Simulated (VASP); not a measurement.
OSZICAR of a VASP run on CdS (wurtzite):

File OSZICAR:
```
       N       E                     dE             d eps       ncg     rms          rms(c)
DAV:   1     0.219373225047E+03    0.21937E+03   -0.15780E+04   632   0.124E+03
DAV:   2    -0.413362684422E+01   -0.22351E+03   -0.21817E+03   688   0.339E+02
DAV:   3    -0.157202919473E+02   -0.11587E+02   -0.11550E+02   730   0.786E+01
DAV:   4    -0.158385644143E+02   -0.11827E+00   -0.11820E+00   718   0.794E+00
DAV:   5    -0.158406742325E+02   -0.21098E-02   -0.21097E-02   756   0.998E-01    0.129E+01
DAV:   6    -0.148593996237E+02    0.98127E+00   -0.23923E+00   822   0.174E+01    0.975E+00
DAV:   7    -0.148267831473E+02    0.32616E-01   -0.84916E-01   736   0.551E+00    0.360E+00
DAV:   8    -0.148111210403E+02    0.15662E-01   -0.15866E-01   758   0.422E+00    0.599E-01
DAV:   9    -0.148094100015E+02    0.17110E-02   -0.24750E-02   798   0.216E+00    0.178E-01
DAV:  10    -0.148090620015E+02    0.34800E-03   -0.16395E-03   768   0.500E-01    0.793E-02
DAV:  11    -0.148090753649E+02   -0.13363E-04   -0.12266E-04   748   0.780E-02    0.862E-02
DAV:  12    -0.148090757000E+02   -0.33516E-06   -0.21399E-06   680   0.928E-03
   1 F= -.14809076E+02 E0= -.14809076E+02  d E =-.148091E+02
       N       E                     dE             d eps       ncg     rms          rms(c)
DAV:   1    -0.148107008081E+02   -0.16254E-02   -0.42596E-02   658   0.225E+00    0.321E-01
DAV:   2    -0.148091476904E+02    0.15531E-02   -0.44764E-03   676   0.885E-01    0.109E-01
DAV:   3    -0.148089825369E+02    0.16515E-03   -0.47701E-04   730   0.194E-01    0.944E-02
DAV:   4    -0.148089529449E+02    0.29592E-04   -0.37631E-05   720   0.541E-02    0.179E-02
DAV:   5    -0.148089485170E+02    0.44279E-05   -0.18350E-05   754   0.534E-02    0.729E-03
DAV:   6    -0.148089485833E+02   -0.66330E-07   -0.21538E-06   374   0.161E-02
   2 F= -.14808949E+02 E0= -.14808949E+02  d E =0.127117E-03
       N       E                     dE             d eps       ncg     rms          rms(c)
DAV:   1    -0.148096463867E+02   -0.69787E-03   -0.14463E-02   652   0.132E+00    0.186E-01
DAV:   2    -0.148091177078E+02    0.52868E-03   -0.15642E-03   664   0.531E-01    0.666E-02
DAV:   3    -0.148090641473E+02    0.53561E-04   -0.16128E-04   730   0.114E-01    0.568E-02
DAV:   4    -0.148090547101E+02    0.94371E-05   -0.12749E-05   690   0.325E-02    0.106E-02
DAV:   5    -0.148090531140E+02    0.15961E-05   -0.67841E-06   664   0.331E-02    0.466E-03
DAV:   6    -0.148090531334E+02   -0.19319E-07   -0.76197E-07   344   0.962E-03
   3 F= -.14809053E+02 E0= -.14809053E+02  d E =0.225667E-04
       N       E                     dE             d eps       ncg     rms          rms(c)
DAV:   1    -0.148091291553E+02   -0.76041E-04   -0.14174E-03   652   0.413E-01    0.576E-02
DAV:   2    -0.148090773000E+02    0.51855E-04   -0.15238E-04   670   0.165E-01    0.211E-02
DAV:   3    -0.148090719788E+02    0.53212E-05   -0.15736E-05   718   0.354E-02    0.181E-02
DAV:   4    -0.148090710078E+02    0.97092E-06   -0.11631E-06   350   0.101E-02
   4 F= -.14809071E+02 E0= -.14809071E+02  d E =0.469222E-05
       N       E                     dE             d eps       ncg     rms          rms(c)
DAV:   1    -0.148091096969E+02   -0.37718E-04   -0.71441E-04   652   0.292E-01    0.411E-02
DAV:   2    -0.148090825343E+02    0.27163E-04   -0.78961E-05   664   0.119E-01    0.152E-02
DAV:   3    -0.148090797862E+02    0.27480E-05   -0.82147E-06   694   0.255E-02    0.132E-02
DAV:   4    -0.148090792762E+02    0.51000E-06   -0.61718E-07   344   0.737E-03
   5 F= -.14809079E+02 E0= -.14809079E+02  d E =-.357619E-05
```

Question: Which electronic solver shows in the log?

Answer: It is blocked Davidson (ALGO = Normal, or the opening steps of other solvers). The INCAR had ALGO = Normal.

Question: Can the final energy be trusted as converged?

Answer: Self-consistency was reached. It stopped with EDIFF = 1E-6, NELM = 100, NSW = 60 and EDIFFG = -0.02 after 5 ionic steps (LDA (Ceperley-Alder, Perdew-Zunger), plane waves, VASP's LDA PAW potentials (set 64)).

The compound is CdS in the wurtzite structure. This run relaxes it. Symmetry was kept, so distortions that lower it aren't found. The start is the result of an earlier pass.
